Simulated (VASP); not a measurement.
## H3C2N: single point with PBE+D3(BJ)

H3C2N:

```
CELL_PARAMETERS angstrom
8.31166 0.00000 0.00000
0.00000 8.31166 0.00000
0.00000 0.00000 8.31166
ATOMIC_POSITIONS crystal
C 0.93232 0.78296 0.42372
C 0.91562 0.75996 0.59567
C 0.56501 0.57695 0.92175
C 0.40038 0.55165 0.86685
C 0.61297 0.06904 0.39755
C 0.58861 0.11135 0.56257
C 0.23438 0.42633 0.45653
C 0.38583 0.49035 0.40165
C 0.21876 0.95184 0.92634
C 0.24861 0.93826 0.09534
C 0.93250 0.32170 0.86957
C 0.96953 0.30236 0.03743
N 0.89164 0.74653 0.73278
N 0.27466 0.56960 0.81456
N 0.55266 0.18024 0.67932
N 0.51304 0.53039 0.35307
N 0.27759 0.92065 0.23215
N 0.00340 0.29573 0.16915
H 0.97183 0.90888 0.40488
H 0.03936 0.71024 0.38462
H 0.82580 0.74145 0.35053
H 0.62556 0.66053 0.83378
H 0.56513 0.63347 0.04142
H 0.62575 0.46702 0.93489
H 0.50269 0.02487 0.33854
H 0.66295 0.18113 0.34413
H 0.70547 0.98198 0.39427
H 0.14601 0.43209 0.35691
H 0.25526 0.30331 0.49723
H 0.20311 0.49865 0.56000
H 0.11489 0.03485 0.90561
H 0.32279 0.99659 0.86023
H 0.16698 0.84627 0.86735
H 0.94567 0.44730 0.83147
H 0.04054 0.27182 0.80020
H 0.82093 0.26713 0.82136
```

The cell was built by a generator and needn't be a form met in nature.

```json
{"Program": "VASP 6.6.1", "Task": "single point", "Functional": "PBE", "Dispersion": "D3(BJ)", "Potentials or basis": "VASP PAW PBE potentials, release 64 (C, N, H)", "Cutoff": "520 eV", "k mesh": "1 × 1 × 1", "Occupations": "fermi-dirac, width 0.05 eV", "Spin": "no spin polarisation"}
```

The pressure is 0.5 GPa and the largest force is 4.304 eV/Å. The band gap on the k mesh is 6.06 eV, direct and the dispersion energy per atom is -0.039 eV.

Forces on the atoms (eV/Å):
```
C    1.038 -0.580 -0.449
C   -0.679 -0.002 -0.442
C   -0.663  1.516 -0.342
C    2.978  0.669  1.054
C    0.063  0.890 -0.179
C   -0.985  0.952  0.238
C    0.227  0.358 -0.484
C    1.929  0.127 -0.949
C   -1.441  0.845 -0.762
C    0.285 -0.598  0.849
C    1.546 -0.430 -1.621
C   -1.383  0.471 -3.985
N    0.108 -0.061  0.411
N   -2.936 -0.193 -1.021
N    0.190 -0.330  0.641
N   -1.300 -0.201  0.532
N   -0.197  0.199 -0.592
N    0.961 -0.400  4.176
H   -0.416 -0.224 -0.316
H   -0.586  0.318  0.043
H    0.592  0.461  0.687
H   -0.198 -0.719  0.561
H   -0.170  0.052 -0.024
H    0.955 -1.385 -0.091
H    0.114  0.120  0.088
H   -0.337 -0.359 -0.273
H    0.877 -1.121 -0.443
H    0.063 -0.231  0.412
H   -0.166 -0.291 -0.042
H   -0.577  0.202  0.506
H    0.633  0.150  0.285
H    0.225  0.060 -0.083
H    0.488 -0.673  0.310
H   -0.465  0.340  0.327
H   -1.007 -0.024  0.516
H    0.231  0.094  0.462
```

Stress tensor (GPa, compression positive):
```
-0.07 -1.22  0.20
-1.22  0.23  0.12
 0.20  0.12  1.41
```

Levels at points of the mesh, in eV from the valence-band top:
```tsv
k point	band 45	band 46	band 47	band 48	band 49	band 50	band 51	band 52
(0.00, 0.00, 0.00)	-0.31	-0.26	-0.08	0.00	6.06	6.65	6.68	6.73
```

It took 79 s on 1 thread of Intel(R) Xeon(R) Platinum 8559C (Emerald Rapids) (shared host), peak memory 0.57 GiB.

Caveat: the standard files for N, O and F lose accuracy on very short bonds. PBE gaps usually lie below the measured ones, often by a third to a half.
